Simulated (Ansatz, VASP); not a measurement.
# KCl (Sylvite): VASP beside Ansatz

One calculation is typed for both programs; each brings its own data sets. How far apart do they land? The cell is taken from a series of runs on this material, whose earlier steps may have relaxed, scaled, displaced or heated it; both programs get it as it stands.

Calculated with Ansatz 0.2.0; plane waves, with VASP 6.6.1 beside it; relaxation of cell and atoms at LDA.

## Step 1: Starting point

Symmetry: Fm-3m, No. 225, cubic system. Conventional cell: a = 6.079 Å, b = 6.079 Å, c = 6.079 Å, α = 90.00°, β = 90.00°, γ = 90.00°. K has 6 Cl at 3.04 Å nearest. Nearest to Cl lie 6 K at 3.04 Å. Farther neighbours and most contacts between anions are not listed.

As a file:

```cif
data_structure
_symmetry_space_group_name_H-M 'P 1'
_symmetry_Int_Tables_number 1
_cell_length_a 4.2983
_cell_length_b 4.2983
_cell_length_c 4.2983
_cell_angle_alpha 60.000
_cell_angle_beta 60.000
_cell_angle_gamma 60.000
_cell_volume 56.15
loop_
_atom_site_label
_atom_site_type_symbol
_atom_site_fract_x
_atom_site_fract_y
_atom_site_fract_z
_atom_site_occupancy
K1 K 0.00000 0.00000 0.00000 1
Cl2 Cl 0.50000 0.50000 0.50000 1
```

## Step 2: Ansatz: relaxation of cell and atoms, LDA

Ansatz runs on its default PAW (the set named soft_2) files.

The relaxed volume is the usual yardstick between codes: in a stiff, nearly cubic crystal its relative difference is about their pressure difference at one cell divided by the bulk modulus.

The input, input.yaml:

```yaml
crystal:
  lattice:
    - [0.0, 3.0393353138, 3.0393353138]
    - [3.0393353138, 0.0, 3.0393353138]
    - [3.0393353138, 3.0393353138, 0.0]
  atoms:
    - { symbol: K, position: [0.0, 0.0, 0.0] }
    - { symbol: Cl, position: [0.5, 0.5, 0.5] }
kpoints:
  mp_grid: { grid: [6, 6, 6] }
hamiltonian:
  xc: lda
scf:
  occupations: { method: gaussian, width: 0.02 }
output:
  forces: true
  stress: true
  eigenvalues: true
relax:
  adjacent_minimum: "off"
  f_tol: 0.005
  max_steps: 80
  cell: { stress_tol: 0.05 }
```

Run with:

```
$ ansatz run input.yaml --threads 8 --pin off --max-ram 16384MiB --backend cpu --events-out ev --progress --plain --runs-dir out
```

Numbers of over 12 decimals in the logs are rounded to 6 here.

Output:

```text
Engine: ansatz 0.2.0, aarch64-unknown-linux-gnu
Pseudopotentials: kind: paw
Pseudopotential: K, paw, valence charge 9, recommended cutoff 420 eV (normal), K.paw.azcp
Pseudopotential: Cl, paw, valence charge 7, recommended cutoff 420 eV (normal), Cl.paw.azcp
Functional definition: SPW92
  exchange = slater_x
  correlation = pw_c
Crystal: 2 atoms, lattice volume = 56.152 Å³
Basis set: ecut = 420 eV, 1067 PW (Γ)
Bands: 12, of which v1, the nominal top of the filled ones, is band 8 counted from 1 (7 counted from 0)
Symmetry: 48 space group operations
Space group: Fm-3m (ITA 225), of the structure as read, at distance tolerance 3.8e-5 Å
k-points: 16 of 216
Non-local potential: K, projectors of the file, l = 0: 3, l = 1: 2, l = 2: 2
Non-local potential: Cl, projectors of the file, l = 0: 2, l = 1: 2, l = 2: 2
PAW form: soft (Blöchl's): semilocal exchange-correlation on the pseudo side does not see the compensation charge
PAW frozen core: K, regenerated for the run's functional, and the local potential with it (the file was generated under x = pbe(κ = 0.804, μ = 0.219515), c = pbe(β = 0.066725))
PAW frozen core: Cl, regenerated for the run's functional, and the local potential with it (the file was generated under x = pbe(κ = 0.804, μ = 0.219515), c = pbe(β = 0.066725))
PAW one-centre angular grid: K, 110 points (default); XC on 64 Gauss nodes
PAW one-centre angular grid: Cl, 110 points (default); XC on 64 Gauss nodes
Initial density: superposition of atomic densities (neutral atoms: chi_scale 0, normalization atom), corrected by the library's trained network
Initial wavefunctions: pseudopotential atomic-orbital guess
Functional: x = slater, c = lda
SCF iter   1: F=—  HF=-2544.300681 eV  |F-HF|=—  |Δ(HF+E_count)|=         —  Δρ=6.58e-3  dr2=2.33e-2  ethr=1.77e-3  ⟨swp⟩=6.3  Hψ=1255  notcnv=0
preconditioner: auto → none  [insulator: Δε(μ)=4.990 eV  Ē_g=15.088 eV  σ=0.020 eV  W_gap=1.00  n_scr=14 (ndim 8)  ℏωp=18.5 eV  f_vac=0.068  D(μ)=0.00/eV (n_scr^D=0)  ε∞_Penn≈2.5]
SCF iter   2: F=—  HF=-2544.292639 eV  |F-HF|=—  |Δ(HF+E_count)|=   8.04e-3  Δρ=2.98e-3  dr2=2.16e-3  ethr=1.46e-4  ⟨swp⟩=2.3  Hψ=443  notcnv=0
SCF iter   3: F=—  HF=-2544.291994 eV  |F-HF|=—  |Δ(HF+E_count)|=   6.46e-4  Δρ=9.81e-4  dr2=3.03e-4  ethr=1.35e-5  ⟨swp⟩=2.9  Hψ=346  notcnv=0
SCF iter   4: F=—  HF=-2544.291903 eV  |F-HF|=—  |Δ(HF+E_count)|=   9.05e-5  Δρ=8.93e-5  dr2=3.43e-6  ethr=1.90e-6  ⟨swp⟩=2.4  Hψ=280  notcnv=0
SCF iter   5: F=—  HF=-2544.291904 eV  |F-HF|=—  |Δ(HF+E_count)|=   6.58e-7  Δρ=1.63e-5  dr2=3.43e-8  ethr=2.14e-8  ⟨swp⟩=2.9  Hψ=308  notcnv=0
SCF iter   6: F=-2544.291904 eV  HF=-2544.291904 eV  |F-HF|=2.84e-10  |Δ(HF+E_count)|=   1.11e-8  Δρ=1.03e-6  dr2=4.78e-10  ethr=2.14e-10  ⟨swp⟩=1.6  Hψ=598  notcnv=0
SCF 1 converged in 6 iterations: F = -2544.291904 eV  dr2 = 4.78e-10
  greatest PAW one-centre occupation: 0.985 electrons in one spin orbital (limit 2), on the K atom at site 0 (counted from 0), in its partial waves of l = 0
relax step   1: F+E_penalty+E_count = -2544.29190392 eV  Δ(F+E_penalty+E_count) = +0.000e0 eV  max|allowed force component| = 5.358e-30 eV/Å  Δτ_max = 0.0000 Å  P = -0.029 GPa  Ω = 56.152 Å³  (6 SCF iters, dr2 threshold 1.00e-7 eV, accepted)
Initial density: handed on by an earlier stage of this run
Initial wavefunctions: pseudopotential atomic-orbital guess (no wavefunctions were taken with the density)
iter 1 solved again at ethr=1.00e-6 eV; its pass at ethr=3.10e-3 eV (dr2=1.61e-4 eV) is discarded
SCF iter   1: F=—  HF=-2544.291909 eV  |F-HF|=—  |Δ(HF+E_count)|=         —  Δρ=9.58e-7  dr2=2.44e-10  ethr=1.00e-6  ⟨swp⟩=2.7  Hψ=1668  notcnv=0
eigensolver tolerance schedule: the retry pair's looser diagonalisation over-reported the residual by 659360.28 of it (diagonalisation noise at an unbounded share of the residual, at the tolerance the schedule requests for it); recorded, not acted on — ethr = c·dr2/N_el stays at c = 1.0e-1
preconditioner: auto → none  [insulator: Δε(μ)=5.107 eV  Ē_g=15.159 eV  σ=0.020 eV  W_gap=1.00  n_scr=14 (ndim 8)  ℏωp=18.5 eV  f_vac=0.042  D(μ)=0.00/eV (n_scr^D=0)  ε∞_Penn≈2.5]
SCF iter   2: F=—  HF=-2544.291904 eV  |F-HF|=—  |Δ(HF+E_count)|=   4.79e-6  Δρ=8.88e-7  dr2=2.64e-10  ethr=1.52e-12  ⟨swp⟩=4.1  Hψ=505  notcnv=0
SCF iter   3: F=—  HF=-2544.291904 eV  |F-HF|=—  |Δ(HF+E_count)|=  1.04e-10  Δρ=3.41e-7  dr2=2.95e-11  ethr=1.52e-12  ⟨swp⟩=2.0  Hψ=272  notcnv=0
SCF iter   4: F=-2544.291904 eV  HF=-2544.291904 eV  |F-HF|=9.09e-13  |Δ(HF+E_count)|=  1.00e-11  Δρ=8.70e-8  dr2=1.82e-12  ethr=1.00e-12  ⟨swp⟩=5.1  Hψ=760  notcnv=0
SCF 2 converged in 4 iterations: F = -2544.291904 eV  dr2 = 1.82e-12
relax step   2: F+E_penalty+E_count = -2544.29190392 eV  Δ(F+E_penalty+E_count) = +6.821e-12 eV  max|allowed force component| = 4.355e-30 eV/Å  Δτ_max = 0.0000 Å  P = -0.029 GPa  Ω = 56.152 Å³  stress off target by 2.92e-2 GPa  SCF on the basis re-selected at this cell (its energy is not comparable with the rows above)  (4 SCF iters)
basis re-selected at this cell: Δ(F+E_penalty+E_count) = +6.821e-12 eV, ΔP = +0.000 GPa vs the last step (what re-selecting the basis moved, of the pressure what is left beyond the Pulay correction that the steps carried, after the strain that the cell walked since its last selection, with what the two solves' SCF thresholds leave and, on support functions, any second-order correction that the steps lacked; it is no  [...]
SCF converged after 4 iterations
Free energy (F): -2544.291904 eV
Harris-Foulkes:  -2544.291904 eV  (|F-HF|=9.09e-13)
Internal energy: -2544.291904 eV  (E = F + TS)
E sigma→0 (E₀):  -2544.291904 eV
Fermi energy:    3.887608 eV
--- Per-component energies (eV) ---
  E_band       = -121.623959
  E_kinetic    = 416.107451
  E_local      = -791.884645  (includes V_loc(G=0)·N_el)
  E_nonlocal   = 45.649325
  E_hartree    = 261.628229
  E_xc         = -239.638216
  E_vxc        = -285.968871  (∫ρ·V_xc dr)
  E_paw        = -1368.006533  (= ΣΔE_a)
  E_vpaw       = -28.783793  (= ΣTr[D̂ρ^β])
  E_aug_tail   = 0.000096  (compensation charges beyond the density's cutoff)
  E_ewald      = -868.595604
  E_core_change = 0.447992  (= ΣΔE_core)
  E_smearing   = -0.000000  (= −TS)
  E_closure    = 0.000000  (closes the sum)
  Σ components = -2544.291904   (vs F -2544.291904, Δ=0.00e0)
--- Forces (eV/Å), atoms counted from 1 ---
  atom   1  K     -0.00000000     0.00000000     0.00000000
  atom   2  Cl     0.00000000    -0.00000000     0.00000000
  max |Σ_I F_I| component: 6.02e-30 eV/Å
--- Stress (GPa, compression-positive) ---
       -0.029233      -0.000000       0.000000
        0.000000      -0.029233       0.000000
        0.000000       0.000000      -0.029233
  P = ⅓ Tr σ = -0.0292 GPa (-0.292 kbar)
--- Band table (eV; the first three rows and the last of 16) ---
  k-point 0: bands = [... 4 lower, -8.9809, 1.3339, 1.3339, 1.3339, 6.4412, 9.4325, 9.4325, 9.4325]
  k-point 1: bands = [... 4 lower, -8.8952, 0.9277, 1.2149, 1.2149, 7.1593, 9.2606, 9.8177, 9.8177]
  k-point 2: bands = [... 4 lower, -8.7364, 0.2780, 0.9935, 0.9935, 8.3746, 9.4992, 10.8678, 10.8678]
  k-point 15: bands = [... 4 lower, -8.9115, 0.6656, 0.7942, 0.9122, 8.2297, 10.1952, 10.5416, 11.6524]
--- Relaxed structure (1 steps of the walk, 1 accepted, 1 SCFs on fresh bases) ---
  F+E_penalty+E_count = -2544.29190392 eV   max|allowed force component| = 4.355e-30 eV/Å   (the final SCF, on the basis selected at the relaxed cell)
  cell:  # Å, volume = 56.1521 Å³
    - [0.0, 3.0393353138, 3.0393353138]
    - [3.0393353138, 0.0, 3.0393353138]
    - [3.0393353138, 3.0393353138, 0.0]
  atoms:
    - { symbol: K, position: [0.0, 0.0, 0.0] }
    - { symbol: Cl, position: [0.5, 0.5, 0.5] }
```

Reading the cycles: dr2 is the Hartree energy of the density residual (eV), the measure of convergence; HF is the Harris–Foulkes estimate of the energy, which meets the free energy F at convergence.

## Step 3: VASP: relaxation of cell and atoms, LDA

The same cell, functional (in two slightly different forms), mesh and smearing now go to VASP, with its own data sets.

Lines of VASP's logs that name or quote its potential files are left out, and so is its time.

The input, INCAR:

```
SYSTEM = KCl
PREC = Accurate
ENCUT = 500
EDIFF = 1E-07
NELM = 120
ISMEAR = 0
SIGMA = 0.02
LREAL = .FALSE.
ALGO = Normal
GGA = CA
NBANDS = 14
LORBIT = 11
LWAVE = .FALSE.
LCHARG = .FALSE.
ISIF = 3
IBRION = 2
NSW = 80
EDIFFG = -0.005
LASPH = .TRUE.
GGA_COMPAT = .FALSE.
NELMIN = 4
EFERMI = MIDGAP
```

The input, POSCAR:

```
KCl
1.0
    0.0000000000      3.0393350000      3.0393350000
    3.0393350000      0.0000000000      3.0393350000
    3.0393350000      3.0393350000      0.0000000000
K Cl
1 1
Direct
    0.0000000000      0.0000000000      0.0000000000
    0.5000000000      0.5000000000      0.5000000000
```

The input, KPOINTS:

```
Automatic mesh
0
Gamma
6 6 6
0 0 0
```

The projector-augmented-wave data sets are K_sv and Cl (LDA family, release 64).

Run with:

```
$ mpirun -np 1 vasp_std
```

Output:

```text
[banner, memory and clock lines left out]
running    1 mpi-ranks, on    1 nodes
 distrk:  each k-point on    1 cores,    1 groups
 distr:  one band on    1 cores,    1 groups

 POSCAR found type information on POSCAR K Cl
 POSCAR found :  2 types and       2 ions
 LDA part: xc-table for (Slater(with rela. corr.)+CA(PZ))
 , standard interpolation
 POSCAR, INCAR and KPOINTS ok, starting setup
 FFT: planning ... GRIDC
 FFT: planning ... GRID_SOFT
 FFT: planning ... GRID
 WAVECAR not read
 entering main loop
       N       E                     dE             d eps       ncg     rms          rms(c)
DAV:   1     0.108929720914E+03    0.10893E+03   -0.71451E+03   448   0.101E+03
DAV:   2    -0.932521007810E+00   -0.10986E+03   -0.99768E+02   578   0.265E+02
DAV:   3    -0.743435659099E+01   -0.65018E+01   -0.64667E+01   586   0.560E+01
DAV:   4    -0.768053368772E+01   -0.24618E+00   -0.24601E+00   712   0.106E+01
DAV:   5    -0.768220198836E+01   -0.16683E-02   -0.16682E-02   592   0.927E-01    0.415E+00
DAV:   6    -0.743293337984E+01    0.24927E+00   -0.38564E-01   532   0.352E+00    0.331E+00
DAV:   7    -0.740785803394E+01    0.25075E-01   -0.72316E-02   616   0.170E+00    0.183E+00
DAV:   8    -0.740755916801E+01    0.29887E-03   -0.10395E-02   604   0.840E-01    0.209E-01
DAV:   9    -0.740756415426E+01   -0.49863E-05   -0.53710E-04   616   0.139E-01    0.700E-02
DAV:  10    -0.740764783868E+01   -0.83684E-04   -0.57907E-05   516   0.578E-02    0.449E-03
DAV:  11    -0.740764893038E+01   -0.10917E-05   -0.17509E-06   630   0.995E-03    0.426E-03
DAV:  12    -0.740764928570E+01   -0.35531E-06   -0.10675E-06   520   0.704E-03    0.293E-03
DAV:  13    -0.740764923768E+01    0.48019E-07   -0.13209E-07   422   0.274E-03
   1 F= -.74076492E+01 E0= -.74076492E+01  d E =-.740765E+01
 curvature:   0.00 expect dE= 0.000E+00 dE for cont linesearch  0.000E+00
 trial: gam= 0.00000 g(F)=  0.665E-60 g(S)=  0.224E-04 ort = 0.000E+00 (trialstep = 0.100E+01)
 search vector abs. value=  0.224E-04
 bond charge predicted
       N       E                     dE             d eps       ncg     rms          rms(c)
DAV:   1    -0.740783739715E+01   -0.18811E-03   -0.37073E-03   610   0.589E-01    0.861E-02
DAV:   2    -0.740769464746E+01    0.14275E-03   -0.35077E-04   564   0.158E-01    0.320E-02
DAV:   3    -0.740766469878E+01    0.29949E-04   -0.88749E-05   782   0.762E-02    0.261E-02
DAV:   4    -0.740766497880E+01   -0.28001E-06   -0.27262E-06   776   0.942E-03    0.131E-02
DAV:   5    -0.740766536193E+01   -0.38314E-06   -0.28115E-06   754   0.747E-03    0.182E-03
DAV:   6    -0.740766532289E+01    0.39046E-07   -0.52102E-08   374   0.234E-03
   2 F= -.74076653E+01 E0= -.74076653E+01  d E =-.160852E-04
 trial-energy change:   -0.000016  1 .order   -0.000015   -0.000022   -0.000008
 step:   1.3607(harm=  1.5466)  dis= 0.00000  next Energy=    -7.407667 (dE=-0.176E-04)
 reached required accuracy - stopping structural energy minimisation
```

From OUTCAR (step 3):

```text
ion  position               nearest neighbor table
   1  0.000  0.000  0.000-   2 3.04   2 3.04   2 3.04   2 3.04   2 3.04   2 3.04
   2  0.500  0.500  0.500-   1 3.04   1 3.04   1 3.04   1 3.04   1 3.04   1 3.04

  LATTYP: Found a face centered cubic cell.
 ALAT       =     6.0786700000

 Subroutine GETGRP returns: Found 48 space group operations
 (whereof 48 operations were pure point group operations)

The static configuration has the point symmetry O_h .

 Found     16 irreducible k-points:

   k-points           NKPTS =     16   k-points in BZ     NKDIM =     16   number of bands    NBANDS=     14

   dimension x,y,z NGX =    32 NGY =   32 NGZ =   32
   dimension x,y,z NGXF=    64 NGYF=   64 NGZF=   64

   ENCUT  =  500.0 eV  36.75 Ry    6.06 a.u.   7.84  7.84  7.84*2*pi/ulx,y,z

   NELECT =      16.0000    total number of electrons

 k-points in reciprocal lattice and weights: Automatic mesh
   0.00000000  0.00000000  0.00000000       0.005
   0.16666667  0.00000000  0.00000000       0.037
   0.33333333  0.00000000  0.00000000       0.037
   0.50000000  0.00000000  0.00000000       0.019
   0.16666667  0.16666667  0.00000000       0.028
   0.33333333  0.16666667  0.00000000       0.111
   0.50000000  0.16666667  0.00000000       0.111
  -0.33333333  0.16666667  0.00000000       0.111
  -0.16666667  0.16666667  0.00000000       0.056
[...]
-0.33333333  0.33333333  0.16666667       0.111
  -0.33333333  0.50000000  0.16666667       0.056

 average (electrostatic) potential at core
       1 -35.1645       2 -98.0978

 E-fermi :   0.9195

 k-point     1 :       0.0000    0.0000    0.0000
  band No.  band energies     occupation
    ...
      4     -11.9420      2.00000
      5     -11.9420      2.00000
      6      -1.6337      2.00000
      7      -1.6337      2.00000
      8      -1.6337      2.00000
      9       3.4727      0.00000
     10       6.4763      0.00000
     11       6.4763      0.00000
     12       6.4763      0.00000
     13       7.4758      0.00000
    ...

 k-point     2 :       0.1667    0.0000    0.0000
  band No.  band energies     occupation
    ...
      4     -11.9453      2.00000
      5     -11.8549      2.00000
      6      -2.0399      2.00000
      7      -1.7524      2.00000
      8      -1.7524      2.00000
      9       4.1901      0.00000
     10       6.3022      0.00000
     11       6.8637      0.00000
     12       6.8637      0.00000
     13       7.9229      0.00000
    ...

 k-point     3 :       0.3333    0.0000    0.0000
  band No.  band energies     occupation
    ...
      4     -11.9518      2.00000
      5     -11.6939      2.00000
      6      -2.6896      2.00000
      7      -1.9731      2.00000
      8      -1.9731      2.00000
      9       5.4115      0.00000
     10       6.5311      0.00000
     11       7.9209      0.00000
     12       7.9209      0.00000
     13       9.0387      0.00000
    ...

  Total        0.0062203      0.0062203      0.0062203     -0.0000000      0.0000000     -0.0000000
  in kB        0.1772582      0.1772582      0.1772582     -0.0000000      0.0000000     -0.0000000
  external PRESSURE =       0.1772582 kB  Pullay stress =       0.0000000 kB

  energy-cutoff  :      500.00
  volume of cell :       56.22
      direct lattice vectors                 reciprocal lattice vectors
    -0.000000000  3.040625375  3.040625375    -0.164439856  0.164439856  0.164439856
     3.040625375  0.000000000  3.040625375     0.164439856 -0.164439856  0.164439856
     3.040625375  3.040625375  0.000000000     0.164439856  0.164439856 -0.164439856

 POSITION                                       TOTAL-FORCE (eV/Angst)
 -----------------------------------------------------------------------------------
      3.04063      0.00000      3.04063        -0.000000     -0.000000     -0.000000
      3.04063      3.04063      3.04063         0.000000      0.000000      0.000000
 -----------------------------------------------------------------------------------
    total drift:                                0.000000     -0.000000     -0.000000

  FREE ENERGIE OF THE ION-ELECTRON SYSTEM (eV)
  ---------------------------------------------------
  free  energy   TOTEN  =        -7.4076653229 eV

  energy  without entropy=       -7.4076653229  energy(sigma->0) =       -7.40766532

 reached required accuracy - stopping structural energy minimisation

 total charge
# of ion       s       p       d       tot
------------------------------------------
    1        1.959   5.568   0.035   7.561
    2        1.585   3.551   0.000   5.136
--------------------------------------------------
tot          3.544   9.119   0.035  12.698

[... 3 further parts left out ...]
```

## Step 4: Side by side

Known differences besides the potentials themselves: the two LDA forms differ slightly; the cutoff is 420 eV in Ansatz and 500 eV in VASP; VASP's log shows a relativistic correction to its local exchange, Ansatz's none; Ansatz adds a Pulay correction to the stress that steers its cell, VASP none. Total energies have different zeros and are not compared.

Compared:

| quantity | Ansatz | VASP | difference |
| --- | --- | --- | --- |
| volume (Å³) | 56.15 | 56.22 | -0.13 % |
| edge a after relaxation, in the typed setting (Å) | 4.298 | 4.300 | -0.04 % |

## Step 5: Summary of results

```yaml
difference_in_volume_relaxation_of_cell_and_atoms_lda: -0.13 %
```

**Reading.** The difference in volume is -0.13 % (relaxation of cell and atoms, LDA), within the 1.2 % picked in this series as the mark of a large difference, as far as the stopping tolerances let one tell. 1 further run of this series is not shown here. How closely two codes agree says nothing of how well the functional describes the real material.

[Lines on the potential files, build, host, timing and source positions are cut from VASP's logs without a mark.]

[Logs are printed without paths, hosts, clocks, repeated set-up lines and the standing remarks that a program may print on its own settings, such as how far it seeks lower states.]

[Hosts, paths, dates, database ids (printed as entryN), source tags and the programs' standing remarks are cut or masked in the printed files.]
